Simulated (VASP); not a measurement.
These are PBE GGA with D4 dispersion, VASP's PBE PAW potentials (set 64) (plane waves; VASP) values and carry that method's errors.

A VASP calculation is set up with these files.

### KPOINTS
```
Automatic mesh
0
Gamma
8 8 4
0 0 0
```

**POSCAR**
```
ZnO
1.0
  1.5966236754  -2.7654337589   0.0000000000
  1.5966236754   2.7654337589   0.0000000000
  0.0000000000   0.0000000000   5.1504721031
Zn O
2 2
Cartesian
  1.5966236754  -0.9218130966   2.5812133413
  1.5966236754   0.9218130966   0.0059772898
  1.5966236754  -0.9218130966   4.5367391052
  1.5966236754   0.9218130966   1.9615030536
```

**INCAR**
```
# general
SYSTEM  = ZnO
PREC    = Accurate
ENCUT   = 520
LREAL   = .FALSE.
LASPH   = .TRUE.

# electronic loop
EDIFF   = 1E-7
NELM    = 100
ALGO    = Normal
LMAXMIX = 4

# smearing
ISMEAR  = 0
SIGMA   = 0.05

# functional
GGA     = PE
IVDW    = 13

# ions
IBRION  = 2
NSW     = 30
ISIF    = 4
EDIFFG  = -0.01

# output
LWAVE   = .FALSE.
LCHARG  = .FALSE.
```

POTCAR, in this order: Zn O (PBE.64 set). Program: vasp_std.

The resulting files:

OUTCAR:
```
 ion  position               nearest neighbor table
   1  0.667  0.333  0.501-   4 1.94   4 1.94   4 1.94   3 1.96
   2  0.333  0.667  0.001-   3 1.94   3 1.94   3 1.94   4 1.96
   3  0.667  0.333  0.881-   2 1.94   2 1.94   2 1.94   1 1.96
   4  0.333  0.667  0.381-   1 1.94   1 1.94   1 1.94   2 1.96
  LATTYP: Found a hexagonal cell.
 ALAT       =     3.1932477254
 C/A-ratio  =     1.6129259444
 Subroutine PRICEL returns:
 Original cell was already a primitive cell.
 Subroutine GETGRP returns: Found 12 space group operations
The static configuration has the point symmetry C_3v.
 The point group associated with its full space group is C_6v.
The dynamic configuration has the point symmetry C_3v.
 Subroutine INISYM returns: Found 12 space group operations
 Subroutine IBZKPT returns following result:
 Found     30 irreducible k-points:

 Following reciprocal coordinates:
            Coordinates               Weight
  0.000000  0.000000  0.000000      1.000000
  0.125000  0.000000  0.000000      6.000000
  0.250000  0.000000  0.000000      6.000000
  0.375000 -0.000000  0.000000      6.000000
  0.500000  0.000000  0.000000      3.000000
  0.125000  0.125000  0.000000      6.000000
  0.250000  0.125000  0.000000     12.000000
  0.375000  0.125000  0.000000     12.000000
  0.250000  0.250000  0.000000      6.000000
  0.375000  0.250000  0.000000      6.000000
  0.000000  0.000000  0.250000      2.000000
  0.125000  0.000000  0.250000     12.000000
  0.250000  0.000000  0.250000     12.000000
  0.375000 -0.000000  0.250000     12.000000
  0.500000  0.000000  0.250000      6.000000
  0.125000  0.125000  0.250000     12.000000
  0.250000  0.125000  0.250000     24.000000
  0.375000  0.125000  0.250000     24.000000
  0.250000  0.250000  0.250000     12.000000
  0.375000  0.250000  0.250000     12.000000
...
```

OSZICAR:
```
       N       E                     dE             d eps       ncg     rms          rms(c)
DAV:   1     0.291451036704E+03    0.29145E+03   -0.19169E+04  1328   0.243E+03
DAV:   2     0.880611507122E+01   -0.28264E+03   -0.27195E+03  1416   0.446E+02
DAV:   3    -0.203914244499E+02   -0.29198E+02   -0.29003E+02  1506   0.155E+02
DAV:   4    -0.209418382236E+02   -0.55041E+00   -0.54969E+00  1482   0.221E+01
DAV:   5    -0.209462098470E+02   -0.43716E-02   -0.43705E-02  1512   0.189E+00    0.162E+01
DAV:   6    -0.175419351658E+02    0.34043E+01   -0.11461E+01  2228   0.713E+01    0.101E+01
DAV:   7    -0.177256560908E+02   -0.18372E+00   -0.26897E+00  1364   0.193E+01    0.593E+00
DAV:   8    -0.177486078745E+02   -0.22952E-01   -0.73856E-01  1992   0.911E+00    0.177E+00
DAV:   9    -0.176893437411E+02    0.59264E-01   -0.17786E-01  2086   0.792E+00    0.315E-01
DAV:  10    -0.176929825766E+02   -0.36388E-02   -0.53243E-02  1338   0.174E+00    0.167E-01
DAV:  11    -0.176928309785E+02    0.15160E-03   -0.18416E-03  1910   0.769E-01    0.420E-02
DAV:  12    -0.176928922340E+02   -0.61255E-04   -0.26855E-04  1782   0.379E-01    0.307E-02
DAV:  13    -0.176928896829E+02    0.25511E-05   -0.36013E-05  1612   0.144E-01    0.126E-02
DAV:  14    -0.176928903539E+02   -0.67094E-06   -0.16165E-05  1422   0.329E-02    0.515E-03
DAV:  15    -0.176928897942E+02    0.55970E-06   -0.20503E-06  1692   0.161E-02    0.178E-03
DAV:  16    -0.176928897032E+02    0.90975E-07   -0.96618E-08   858   0.101E-02
   1 F= -.18695339E+02 E0= -.18695339E+02  d E =-.186953E+02
       N       E                     dE             d eps       ncg     rms          rms(c)
DAV:   1    -0.176929851640E+02   -0.95370E-04   -0.35845E-02  1320   0.156E+00    0.100E-01
DAV:   2    -0.176929968565E+02   -0.11692E-04   -0.13659E-03  1542   0.436E-01    0.590E-02
DAV:   3    -0.176929328886E+02    0.63968E-04   -0.55835E-05  1896   0.134E-01    0.141E-02
DAV:   4    -0.176929320110E+02    0.87766E-06   -0.24727E-05  1448   0.507E-02    0.367E-03
DAV:   5    -0.176929320723E+02   -0.61326E-07   -0.29131E-06  1380   0.197E-02    0.158E-03
DAV:   6    -0.176929320503E+02    0.21977E-07   -0.21090E-07   860   0.995E-03
   2 F= -.18695377E+02 E0= -.18695377E+02  d E =-.387910E-04
       N       E                     dE             d eps       ncg     rms          rms(c)
DAV:   1    -0.176929515513E+02   -0.19479E-04   -0.41469E-03  1320   0.530E-01    0.342E-02
DAV:   2    -0.176929532641E+02   -0.17128E-05   -0.15776E-04  1548   0.148E-01    0.201E-02
DAV:   3    -0.176929456327E+02    0.76313E-05   -0.64155E-06  1902   0.453E-02    0.478E-03
DAV:   4    -0.176929454394E+02    0.19335E-06   -0.28216E-06  1456   0.170E-02    0.124E-03
DAV:   5    -0.176929454342E+02    0.51723E-08   -0.32759E-07  1092   0.670E-03
   3 F= -.18695391E+02 E0= -.18695391E+02  d E =-.523054E-04
```

OUTCAR:
```
------------------------ aborting loop because EDIFF is reached ----------------------------------------
  Edisp (eV):   -1.00245
  FORCE on cell =-STRESS in cart. coord.  units (eV):
  Direction    XX          YY          ZZ          XY          YZ          ZX
  --------------------------------------------------------------------------------------
  Total       2.80730     2.80730     2.83238     0.00000    -0.00000    -0.00000
  in kB      98.89104    98.89107    99.77436     0.00000    -0.00000    -0.00000
  external pressure =       99.19 kB  Pullay stress =        0.00 kB
  volume of cell :       45.48
      direct lattice vectors                 reciprocal lattice vectors
     1.596974779 -2.766041908 -0.000000000     0.313091983 -0.180763711  0.000000000
     1.596974779  2.766041908  0.000000000     0.313091983  0.180763711  0.000000000
    -0.000000000 -0.000000000  5.148207595     0.000000000 -0.000000000  0.194242361
  FREE ENERGIE OF THE ION-ELECTRON SYSTEM (eV)
  ---------------------------------------------------
  free  energy   TOTEN  =       -18.6953908653 eV

  energy  without entropy=      -18.6953908653  energy(sigma->0) =      -18.69539087

 reached required accuracy - stopping structural energy minimisation
```
(Selected blocks of OUTCAR.)

**CONTCAR**
```
ZnO
   1.00000000000000
     1.5969747792435378   -2.7660419083296111   -0.0000000000000000
     1.5969747792435378    2.7660419083296111    0.0000000000000000
    -0.0000000000000000   -0.0000000000000000    5.1482075952652426
  Zn              O
     2     2
Direct
     0.6666669999999968    0.3333330000000032    0.5013055371065627
     0.3333330000000032    0.6666669999999968    0.0013055371065628
     0.6666669999999968    0.3333330000000032    0.8806944628934352
     0.3333330000000032    0.6666669999999968    0.3806944628934351
```

The compound is ZnO in the wurtzite structure. This cell is one point of a volume scan, at 0.94 of the reference volume. Symmetry was kept, so distortions that lower it aren't found.
